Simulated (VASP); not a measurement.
Input:

```xyz
9
Lattice="2.4764 -4.2893 0.0000 2.4764 4.2893 0.0000 0.0000 0.0000 5.4444" Properties=species:S:1:pos:R:3 pbc="T T T"
Si     1.1637     2.0156     1.8148
Si     2.6254     0.0000     0.0000
Si     1.1637    -2.0156     3.6296
O      1.6835     0.6234     1.1680
O      3.5712     1.1463     4.7976
O      2.1745    -2.5196     2.4616
O      3.5712    -1.1463     0.6468
O      1.6835    -0.6234     4.2764
O      2.1745     2.5196     2.9828
```

Level of theory: PBEsol GGA, VASP's PBE PAW potentials (set 64) (plane waves; VASP). Run with 620 eV cut-off, 5×5×4 Γ-centred mesh, Gaussian smearing of 0.050 eV, potentials Si O.

Energy and stress use the plane-wave basis of the starting cell.

Problem. The ions, cell shape and volume at an external pressure of 5.0 GPa are relaxed. Predict the relaxed structure.

Solution. 
```xyz
9
Lattice="2.3698 -4.1045 0.0000 2.3698 4.1045 0.0000 0.0000 0.0000 5.3037" Properties=species:S:1:pos:R:3 pbc="T T T"
Si     3.4441    -2.2438     1.7679
Si     2.5909     0.0000     0.0000
Si     3.4441     2.2438     3.5358
O      1.6485     0.4453     1.2438
O      3.5296     1.2050     4.7797
O      1.9312    -2.4542     2.2920
O      3.5296    -1.2050     0.5241
O      1.6485    -0.4453     4.0599
O      1.9312     2.4542     3.0118
```
Space group P3_221 (154), at a tolerance of 0.03 Å.

Problem. How do energy and volume change from the first to the last step?

Solution. The energy (σ→0) changes by +17.9 meV/atom and the volume by -10.8 %, in 27 ionic steps.

The compound is SiO2 in the quartz structure. This run relaxes it under an external pressure of 5 GPa. Symmetry was kept, so distortions that lower it aren't found.
